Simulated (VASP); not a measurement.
An input for Ansatz (written as the equivalent of a VASP run, and not itself run):

Ansatz 0.2 input:
```yaml
crystal:
  lattice:
    - [3.9573420, -2.1550000, 0.0000000]
    - [3.9573420, 2.1550000, 0.0000000]
    - [2.7838200, 0.0000000, 3.5432930]
  atoms:
    - { symbol: Sb, position: [0.2335000, 0.2335000, 0.2335000] }
    - { symbol: Sb, position: [0.7665000, 0.7665000, 0.7665000] }
kpoints:
  mp_grid: { grid: [9, 9, 9] }
hamiltonian:
  xc: pbe
  pseudopotentials: { kind: paw }
scf:
  occupations: { method: methfessel_paxton, width: 0.1 }
  max_iter: 100
relax:
  max_steps: 60
  f_tol: 0.01
  cell: {}
output: { forces: true, stress: true, eigenvalues: true }
```

Question: Translate this input to VASP (INCAR, KPOINTS, POSCAR, choice of POTCAR).

Answer: This is not unique; one that fits is 
POSCAR:
```
Sb
1.0
  3.9573420000  -2.1550000000   0.0000000000
  3.9573420000   2.1550000000   0.0000000000
  2.7838200000   0.0000000000   3.5432930000
Sb
2
Direct
  0.2335000000   0.2335000000   0.2335000000
  0.7665000000   0.7665000000   0.7665000000
```

### KPOINTS
```
kpoints
0
Gamma
  9 9 9
0 0 0
```

**INCAR**
```
LWAVE = .FALSE.
PREC = Accurate
LASPH = .TRUE.
LMAXMIX = 4   # l cut-off of mixed one-centre charges
ISIF = 3   # ions, shape and volume
LREAL = .FALSE.
SIGMA = 0.1   # width (eV)
NELM = 100
IBRION = 2   # conjugate gradients
LCHARG = .FALSE.
ISMEAR = 1   # Methfessel-Paxton
ENCUT = 480
GGA = PE
NSW = 60
EDIFFG = -0.01   # ionic stop
SYSTEM = Sb
ALGO = Normal   # blocked Davidson
EDIFF = 1E-6   # SCF stop (eV)
```

POTCAR, in this order: Sb (PBE.64 set). Program: vasp_std.

What does not carry over: each code has its own PAW files, so the cut-off isn't converted (ENCUT is set for VASP's; basis.ecutwfc is left out, and Ansatz then takes the one that its files recommend); Ansatz stops its SCF on the density residual and VASP on the energy change (EDIFF).

The compound is Sb in the a7 structure. This run relaxes it. Symmetry was kept, so distortions that lower it aren't found.
